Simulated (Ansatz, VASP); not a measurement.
Two plane-wave programs on MgBe2SeO2

```xyz
6
Lattice="3.9828 0.0000 0.0000 -1.9914 3.4492 0.0000 0.0000 0.0000 5.7065" Properties=species:S:1:pos:R:3 pbc="T T T"
Mg    0.0000    2.2995    2.8533
Be    1.9914    1.1497    0.0000
Be    0.0000    0.0000    2.8533
Se    0.0000    2.2995    0.0000
O     1.9914    1.1497    1.6870
O     1.9914    1.1497    4.0195
```

Alike in both runs: task relaxation of cell and atoms; functional PBE; k mesh 12 × 12 × 8; occupations gaussian, width 0.1 eV; no spin polarisation.

|  | VASP | Ansatz |
| --- | --- | --- |
| version | VASP 6.6.1 | Ansatz 0.2.0 |
| potentials or method | VASP PAW PBE potentials, release 64 (Mg, Be, Se, O) | scalar-relativistic, plane waves, PAW |
| plane-wave cutoff (eV) | 600 | 420 |
| valence electrons in the cell | 24 | 42 |

```csv
,VASP,Ansatz,Ansatz less VASP
"gap on the k mesh at the Fermi level, each at its own relaxed structure (eV)",none,none,-
relaxed volume (Å³/atom),13.04,13.07,+0.028
relaxed cell length with the largest relative difference (Å),3.980,3.986,+0.0055
```

A gap of «none» marks a metal or a gap that the smearing closes. The two sets of potentials don't hold the same shells in valence.
